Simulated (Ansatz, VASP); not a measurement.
# SrTiC2: VASP beside Ansatz

Wanted: the spread between two codes on one cell, functional and k mesh. The cell is invented: other elements were put on sites of a known structure type. It may not be a known or stable phase. The cell is taken from a series of VASP runs on this material, whose earlier steps may have relaxed, scaled or displaced it; both programs get it as it stands.

Calculated with Ansatz 0.2.0; plane waves, with VASP 6.6.1 beside it; single point at PBE.

**1. The starting structure**

Symmetry: P4/mmm, No. 123, tetragonal system. Conventional cell: a = 3.399 Å, b = 3.399 Å, c = 5.004 Å, α = 90.00°, β = 90.00°, γ = 90.00°. Nearest to Sr lie 6 C at 2.40 to 2.50 Å. Nearest to Ti lie 6 C at 2.40 to 2.50 Å. C has 4 Sr at 2.40 Å and 2 Ti at 2.50 Å nearest. Nearest to C lie 4 Ti at 2.40 Å and 2 Sr at 2.50 Å. Farther neighbours are not listed.

Structure file:

```cif
data_structure
_symmetry_space_group_name_H-M 'P4/mmm'
_symmetry_Int_Tables_number 123
_cell_length_a 3.3995
_cell_length_b 3.3995
_cell_length_c 5.0040
_cell_angle_alpha 90.000
_cell_angle_beta 90.000
_cell_angle_gamma 90.000
_cell_volume 57.83
loop_
_atom_site_label
_atom_site_type_symbol
_atom_site_symmetry_multiplicity
_atom_site_Wyckoff_symbol
_atom_site_fract_x
_atom_site_fract_y
_atom_site_fract_z
_atom_site_occupancy
Sr1 Sr 1 d 0.50000 0.50000 0.50000 1
Ti1 Ti 1 a 0.00000 0.00000 0.00000 1
C1 C 1 b 0.00000 0.00000 0.50000 1
C2 C 1 c 0.50000 0.50000 0.00000 1
```

**2. VASP: single point, PBE**

With cell and atoms fixed, the geometry can't cause a difference; cores, projectors, grids and the points listed under the comparison can.

Lines of VASP's logs that name or quote its potential files are left out, and so is its time.

INCAR

```
SYSTEM = SrTiC2
PREC = Accurate
ENCUT = 520
EDIFF = 1E-06
NELM = 100
ISMEAR = -1
SIGMA = 0.05
LREAL = .FALSE.
ALGO = Normal
GGA = PE
NBANDS = 21
LORBIT = 11
LWAVE = .FALSE.
LCHARG = .TRUE.
ISIF = 2
LELF = .TRUE.
LVHAR = .TRUE.
```

POSCAR

```
SrTiC2
1.0
    3.3994668673      0.0000000000      0.0000000000
    0.0000000000      3.3994668673      0.0000000000
    0.0000000000      0.0000000000      5.0039944853
Sr Ti C
1 1 2
Direct
    0.5000000000      0.5000000000      0.5000000000
    0.0000000000      0.0000000000      0.0000000000
    0.0000000000      0.0000000000      0.5000000000
    0.5000000000      0.5000000000      0.0000000000
```

KPOINTS

```
Automatic mesh
0
Gamma
7 7 5
0 0 0
```

PAW data sets: Sr_sv, Ti_sv and C (PBE family, release 64).

Started as:

```console
> mpirun -np 2 vasp_std
```

Numbers of over 12 decimals in the logs are rounded to 6 here.

What it wrote:

```text
[banner, memory and clock lines left out]
running    2 mpi-ranks, on    1 nodes
 distrk:  each k-point on    2 cores,    1 groups
 distr:  one band on    1 cores,    2 groups

 POSCAR found type information on POSCAR SrTiC
 POSCAR found :  3 types and       4 ions
 LDA part: xc-table for (Slater+PW92), standard interpolation
|                                                                             |
|           W    W    AA    RRRRR   N    N  II  N    N   GGGG   !!!           |
|           W    W   A  A   R    R  NN   N  II  NN   N  G    G  !!!           |
|           W    W  A    A  R    R  N N  N  II  N N  N  G       !!!           |
|           W WW W  AAAAAA  RRRRR   N  N N  II  N  N N  G  GGG   !            |
|           WW  WW  A    A  R   R   N   NN  II  N   NN  G    G                |
|           W    W  A    A  R    R  N    N  II  N    N   GGGG   !!!           |
|                                                                             |
|     The number of bands has been changed from the values supplied in        |
|     The orbitals not found in the WAVECAR file will be initialized with     |
|     random numbers, which is usually adequate. For correlated               |
|     calculations, however, you should redo the groundstate calculation.     |
|     I found NBANDS = 21. Now, NBANDS = 22.                                  |
|                                                                             |

 POSCAR, INCAR and KPOINTS ok, starting setup
 FFT: planning ... GRIDC
 FFT: planning ... GRID_SOFT
 FFT: planning ... GRID
 WAVECAR not read
 entering main loop
       N       E                     dE             d eps       ncg     rms          rms(c)
DAV:   1     0.264947904961E+03    0.26495E+03   -0.14685E+04  1320   0.141E+03
DAV:   2    -0.689777258162E+01   -0.27185E+03   -0.26008E+03  1406   0.392E+02
DAV:   3    -0.321732855628E+02   -0.25276E+02   -0.24476E+02  2208   0.105E+02
DAV:   4    -0.332223893498E+02   -0.10491E+01   -0.10434E+01  1758   0.183E+01
DAV:   5    -0.332624288708E+02   -0.40040E-01   -0.40020E-01  2014   0.333E+00    0.467E+01
DAV:   6    -0.288026202905E+02    0.44598E+01   -0.71691E+01  1722   0.478E+01    0.221E+01
DAV:   7    -0.274223794727E+02    0.13802E+01   -0.68479E+01  1726   0.522E+01    0.272E+01
DAV:   8    -0.246870057900E+02    0.27354E+01   -0.48273E+00  1722   0.192E+01    0.818E+00
DAV:   9    -0.242961275566E+02    0.39088E+00   -0.35372E+00  2036   0.620E+00    0.546E+00
DAV:  10    -0.242275142015E+02    0.68613E-01   -0.17322E-01  1630   0.305E+00    0.331E+00
DAV:  11    -0.242141049264E+02    0.13409E-01   -0.13473E-01  1898   0.293E+00    0.885E-01
DAV:  12    -0.242083325217E+02    0.57724E-02   -0.20697E-02  1648   0.141E+00    0.186E-01
DAV:  13    -0.242083105379E+02    0.21984E-04   -0.27529E-03  2004   0.320E-01    0.206E-01
DAV:  14    -0.242081372993E+02    0.17324E-03   -0.13814E-03  1756   0.296E-01    0.149E-01
DAV:  15    -0.242080206577E+02    0.11664E-03   -0.28115E-04  1684   0.145E-01    0.504E-02
DAV:  16    -0.242079973154E+02    0.23342E-04   -0.72969E-05  1558   0.786E-02    0.916E-03
DAV:  17    -0.242079976220E+02   -0.30657E-06   -0.43245E-06  1378   0.173E-02
   1 F= -.24207998E+02 E0= -.24191029E+02  d E =-.339369E-01
```

OUTCAR, selected parts (step 2):

```text
ion  position               nearest neighbor table
   1  0.500  0.500  0.500-   3 2.40   3 2.40   3 2.40   3 2.40   4 2.50   4 2.50   2 3.47   2 3.47
                             2 3.47   2 3.47   2 3.47   2 3.47   2 3.47   2 3.47
   2  0.000  0.000  0.000-   4 2.40   4 2.40   4 2.40   4 2.40   1 3.47   1 3.47   1 3.47   1 3.47
                             1 3.47   1 3.47   1 3.47   1 3.47
   3  0.000  0.000  0.500-   1 2.40   1 2.40   1 2.40   1 2.40
   4  0.500  0.500  0.000-   2 2.40   2 2.40   2 2.40   2 2.40   1 2.50   1 2.50

  LATTYP: Found a simple tetragonal cell.
 ALAT       =     3.3994668673
 C/A-ratio  =     1.4719938981

 Subroutine GETGRP returns: Found 16 space group operations
 (whereof 16 operations were pure point group operations)

The static configuration has the point symmetry D_4h.

 Found     30 irreducible k-points:

   k-points           NKPTS =     30   k-points in BZ     NKDIM =     30   number of bands    NBANDS=     22

   dimension x,y,z NGX =    28 NGY =   28 NGZ =   40
   dimension x,y,z NGXF=    56 NGYF=   56 NGZF=   80

   ENCUT  =  520.0 eV  38.22 Ry    6.18 a.u.   6.32  6.32  9.30*2*pi/ulx,y,z

   NELECT =      30.0000    total number of electrons

 k-points in reciprocal lattice and weights: Automatic mesh
   0.00000000  0.00000000  0.00000000       0.004
   0.14285714  0.00000000  0.00000000       0.016
   0.28571429  0.00000000  0.00000000       0.016
   0.42857143  0.00000000  0.00000000       0.016
   0.14285714  0.14285714  0.00000000       0.016
   0.28571429  0.14285714  0.00000000       0.033
   0.42857143  0.14285714  0.00000000       0.033
   0.28571429  0.28571429  0.00000000       0.016
   0.42857143  0.28571429  0.00000000       0.033
[...]
0.42857143  0.28571429  0.40000000       0.065
   0.42857143  0.42857143  0.40000000       0.033

 average (electrostatic) potential at core
       1 -33.4491       2 -76.4194       3 -49.2343       4 -49.1866

 E-fermi :   4.7210

 k-point     1 :       0.0000    0.0000    0.0000
  band No.  band energies     occupation
    ...
      8      -9.8123      2.00000
      9      -5.2476      2.00000
     10      -4.1147      2.00000
     11       3.4991      2.00000
     12       4.6503      1.60888
     13       5.5062      0.00000
     14       5.5062      0.00000
     15       6.1910      0.00000
     16       6.1910      0.00000
     17       6.3253      0.00000
    ...

 k-point     2 :       0.1429    0.0000    0.0000
  band No.  band energies     occupation
    ...
      9      -4.9597      2.00000
     10      -3.7838      2.00000
     11       3.4358      2.00000
     12       3.9047      2.00000
     13       4.6986      1.21981
     14       5.4462      0.00000
     15       5.4517      0.00000
     16       5.6512      0.00000
     17       5.8526      0.00000
     18       6.2423      0.00000
    ...

 k-point     3 :       0.2857    0.0000    0.0000
  band No.  band energies     occupation
    ...
     12       3.2942      2.00000
     13       3.8272      2.00000
     14       3.9759      2.00000
     15       4.5731      1.90130
     16       4.6984      1.22182
     17       6.3614      0.00000
     18       6.4750      0.00000
     19       7.3990      0.00000
     20       7.5787      0.00000
     21       9.2857      0.00000
    ...

  Total       -0.0831139     -0.0831139      0.1206592      0.0000000      0.0000000      0.0000000
  in kB       -2.3027442     -2.3027442      3.3429715      0.0000000      0.0000000      0.0000000
  external PRESSURE =      -0.4208390 kB  Pullay stress =       0.0000000 kB

  energy-cutoff  :      520.00
  volume of cell :       57.83
      direct lattice vectors                 reciprocal lattice vectors
     3.399466867  0.000000000  0.000000000     0.294163773  0.000000000  0.000000000
     0.000000000  3.399466867  0.000000000     0.000000000  0.294163773  0.000000000
     0.000000000  0.000000000  5.003994485     0.000000000  0.000000000  0.199840348

 POSITION                                       TOTAL-FORCE (eV/Angst)
 -----------------------------------------------------------------------------------
      1.69973      1.69973      2.50200         0.000000      0.000000      0.000000
      0.00000      0.00000      0.00000         0.000000      0.000000      0.000000
      0.00000      0.00000      2.50200         0.000000      0.000000      0.000000
      1.69973      1.69973      0.00000         0.000000      0.000000      0.000000
 -----------------------------------------------------------------------------------
    total drift:                               -0.000000      0.000000      0.000000

  FREE ENERGIE OF THE ION-ELECTRON SYSTEM (eV)
  ---------------------------------------------------
  free  energy   TOTEN  =       -24.2079976220 eV

  energy  without entropy=      -24.1740607486  energy(sigma->0) =      -24.19102919

 total charge
# of ion       s       p       d       tot
------------------------------------------
    1        2.056   5.789   0.543   8.389
    2        2.155   6.122   1.715   9.991
    3        0.952   1.316   0.000   2.269
    4        0.906   1.317   0.000   2.224
--------------------------------------------------
tot          6.070  14.545   2.258  22.872

[... 3 further parts left out ...]
```

The run ends at a pressure of -0.04 GPa.

**3. Ansatz: single point, PBE**

Ansatz runs on its default PAW (the set named soft_2) files.

The same cell, functional, mesh and smearing now go to Ansatz, which takes its cutoff from its data sets.

input.yaml

```yaml
crystal:
  lattice:
    - [3.3994668673, 0.0, 0.0]
    - [0.0, 3.3994668673, 0.0]
    - [0.0, 0.0, 5.0039944853]
  atoms:
    - { symbol: Sr, position: [0.5, 0.5, 0.5] }
    - { symbol: Ti, position: [0.0, 0.0, 0.0] }
    - { symbol: C, position: [0.0, 0.0, 0.5] }
    - { symbol: C, position: [0.5, 0.5, 0.0] }
hamiltonian:
  xc: pbe
  pseudopotentials: { kind: paw }
kpoints:
  mp_grid: { grid: [7, 7, 5] }
scf:
  occupations: { method: fermi_dirac, width: 0.05 }
  n_extra_bands: 5
output:
  forces: true
  stress: true
  eigenvalues: true
```

Started as:

```console
> ansatz run input.yaml --threads 2 --pin off --max-ram 4608MiB --backend cpu --events-out ev --progress --plain --runs-dir out
```

What it wrote:

```text
scf.n_extra_bands = 5 over 15 filled bands (N_el = 30.0): the run solves 20 bands
Engine: ansatz 0.2.0, aarch64-unknown-linux-gnu
Pseudopotentials: kind: paw
Pseudopotential: Sr, paw, valence charge 10, recommended cutoff 420 eV (normal), Sr.paw.azcp
Pseudopotential: Ti, paw, valence charge 12, recommended cutoff 420 eV (normal), Ti.paw.azcp
Pseudopotential: C, paw, valence charge 4, recommended cutoff 420 eV (normal), C.paw.azcp
Functional definition: PBE
  parameter kappa = 0.804
  parameter beta = 0.066725
  exchange = pbe_x(kappa = kappa, mu = beta*pi^2/3)
  correlation = pbe_c(beta = beta)
Crystal: 4 atoms, lattice volume = 57.828 Å³
Basis set: ecut = 420 eV, 1109 PW (Γ), exchange–correlation on 48×48×72 points (8 copies of the dense FFT grid, shifted against one another)
Bands: 20, of which v1, the nominal top of the filled ones, is band 15 counted from 1 (14 counted from 0)
Symmetry: 16 space group operations
Space group: P4/mmm (ITA 123), of the structure as read, at distance tolerance 3.9e-5 Å
k-points: 30 of 245
Non-local potential: Sr, projectors of the file, l = 0: 3, l = 1: 2, l = 2: 2
Non-local potential: Ti, projectors of the file, l = 0: 3, l = 1: 2, l = 2: 3, l = 3: 1
Non-local potential: C, projectors of the file, l = 0: 2, l = 1: 2, l = 2: 1
PAW form: soft (Blöchl's): semilocal exchange-correlation on the pseudo side does not see the compensation charge
PAW one-centre angular grid: Sr, 110 points (default); XC on 64 Gauss nodes
PAW one-centre angular grid: Ti, 590 points (default); XC on 64 Gauss nodes
PAW one-centre angular grid: C, 110 points (default); XC on 64 Gauss nodes
Initial density: superposition of atomic densities (neutral atoms: chi_scale 0, normalization atom), corrected by the library's trained network
Initial wavefunctions: pseudopotential atomic-orbital guess
Functional: x = pbe(κ = 0.804, μ = 0.219515), c = pbe(β = 0.066725)
SCF iter   1: F=—  HF=-6542.107730 eV  |F-HF|=—  |Δ(HF+E_count)|=         —  Δρ=5.75e-3  dr2=1.17e-2  ethr=1.77e-3  ⟨swp⟩=6.7  Hψ=3574  notcnv=0
preconditioner: auto → Kerker (q_TF=auto, 2.446 Å⁻¹)  [metal: Δε(μ)=0.023 eV  Ē_g=8.889 eV  σ=0.050 eV  W_gap=0.11  n_scr=14 (ndim 8)  ℏωp=21.8 eV  f_vac=0.000  D(μ)=4.29/eV (n_scr^D=44)]
SCF iter   2: F=—  HF=-6542.106258 eV  |F-HF|=—  |Δ(HF+E_count)|=   1.47e-3  Δρ=3.05e-3  dr2=3.29e-3  ethr=3.91e-5  ⟨swp⟩=1.6  Hψ=894  notcnv=0
SCF iter   3: F=—  HF=-6542.105984 eV  |F-HF|=—  |Δ(HF+E_count)|=   2.75e-4  Δρ=3.34e-4  dr2=8.63e-5  ethr=1.10e-5  ⟨swp⟩=2.3  Hψ=973  notcnv=0
SCF iter   4: F=—  HF=-6542.105925 eV  |F-HF|=—  |Δ(HF+E_count)|=   5.91e-5  Δρ=1.25e-4  dr2=1.13e-5  ethr=2.88e-7  ⟨swp⟩=1.2  Hψ=622  notcnv=0
SCF iter   5: F=—  HF=-6542.105925 eV  |F-HF|=—  |Δ(HF+E_count)|=   3.54e-7  Δρ=2.27e-5  dr2=4.87e-7  ethr=3.78e-8  ⟨swp⟩=2.2  Hψ=949  notcnv=0
SCF iter   6: F=-6542.105925 eV  HF=-6542.105925 eV  |F-HF|=5.77e-9  |Δ(HF+E_count)|=   1.72e-8  Δρ=6.72e-6  dr2=1.82e-8  ethr=3.33e-10  ⟨swp⟩=6.4  Hψ=2964  notcnv=0
SCF 1 converged in 6 iterations: F = -6542.105925 eV  dr2 = 1.82e-8
  greatest PAW one-centre occupation: 0.999 electrons in one spin orbital (limit 2), on the Ti atom at site 1 (counted from 0), in its partial waves of l = 0
SCF converged after 6 iterations
Free energy (F): -6542.105925 eV
Harris-Foulkes:  -6542.105925 eV  (|F-HF|=5.77e-9)
Internal energy: -6542.072328 eV  (E = F + TS)
E sigma→0 (E₀):  -6542.089127 eV
Entropy (-TS):   -0.033596 eV (-8.399 meV/atom)
Fermi energy:    10.232087 eV
--- Per-component energies (eV) ---
  E_band       = -207.200302
  E_kinetic    = 686.471383
  E_local      = -1551.312735  (includes V_loc(G=0)·N_el)
  E_nonlocal   = 263.501965
  E_hartree    = 507.772736
  E_xc         = -366.073844
  E_vxc        = -402.082785  (∫ρ·V_xc dr)
  E_paw        = -3936.990693  (= ΣΔE_a)
  E_vpaw       = -219.327315  (= ΣTr[D̂ρ^β])
  E_aug_tail   = 0.000152  (compensation charges beyond the density's cutoff)
  E_ewald      = -2145.441293
  E_smearing   = -0.033596  (= −TS)
  E_closure    = -0.000000  (closes the sum)
  Σ components = -6542.105925   (vs F -6542.105925, Δ=0.00e0)
--- Forces (eV/Å), atoms counted from 1 ---
  atom   1  Sr    -0.00000000    -0.00000000     0.00000000
  atom   2  Ti    -0.00000000     0.00000000     0.00000000
  atom   3  C     -0.00000000     0.00000000     0.00000000
  atom   4  C      0.00000000    -0.00000000     0.00000000
  max |Σ_I F_I| component: 2.07e-30 eV/Å
--- Stress (GPa, compression-positive) ---
       -1.039463       0.000000       0.000000
        0.000000      -1.039463       0.000000
        0.000000       0.000000      -0.071332
  P = ⅓ Tr σ = -0.7168 GPa (-7.168 kbar)
--- Band table (eV; the first three rows and the last of 30) ---
  k-point 0: bands = [... 11 lower, 10.1630, 11.0078, 11.0078, 11.7066, 11.7066, 11.8060, 11.9076, 11.9076, ... 1 higher]
  k-point 1: bands = [... 11 lower, 10.2226, 10.4165, 10.9410, 10.9410, 11.2762, 11.2762, 12.0452, 12.4325, ... 1 higher]
  k-point 2: bands = [... 11 lower, 9.0198, 10.3287, 10.8309, 10.8309, 11.0022, 11.0022, 12.0531, 12.8705, ... 1 higher]
  k-point 29: bands = [... 11 lower, 8.3734, 8.8037, 9.4754, 10.2483, 10.4556, 12.4590, 12.5723, 12.8999, ... 1 higher]
```

Elapsed: 4.9 s, on 2 threads of Arm Neoverse N1, shared host; peak memory 0.33 GiB.

In the SCF lines HF is the Harris–Foulkes energy and dr2 the Hartree energy of the density residual, in eV; the loop may stop once dr2 is under the threshold and the program's other checks hold. Hψ counts applications of the Hamiltonian.

The run ends at a pressure of -0.72 GPa.

**4. Side by side**

Known differences besides the potentials themselves: the cutoff is 420 eV in Ansatz and 520 eV in VASP; VASP leaves aspherical gradient terms in its spheres out (LASPH is not set), Ansatz keeps them. Total energies have different zeros and are not compared.

Compared:

```csv
quantity,Ansatz,VASP,difference
pressure (GPa),-0.72,-0.04,-0.67
pressure without Ansatz's Pulay correction (GPa),-0.88,-0.04,-0.84
```

Ansatz's pressure holds a Pulay correction of 0.17 GPa; VASP's holds none.

**5. What came out**

```yaml
difference_in_pressure_single_point_pbe: -0.67 GPa
```

What this shows: The difference in pressure is -0.67 GPa (single point, PBE), within the 1 GPa picked in this series as the mark of a large difference. Such differences can come from data sets, numerical settings and the points named under the comparisons, not from the functional's error against experiment.

[Lines on the potential files, build, host, timing and source positions are cut from VASP's logs without a mark.]

[Logs are printed without paths, hosts, clocks, repeated set-up lines and the standing remarks that a program may print on its own settings, such as how far it seeks lower states.]

[Hosts, paths, dates, database ids (printed as entryN), source tags and the programs' standing remarks are cut or masked in the printed files.]
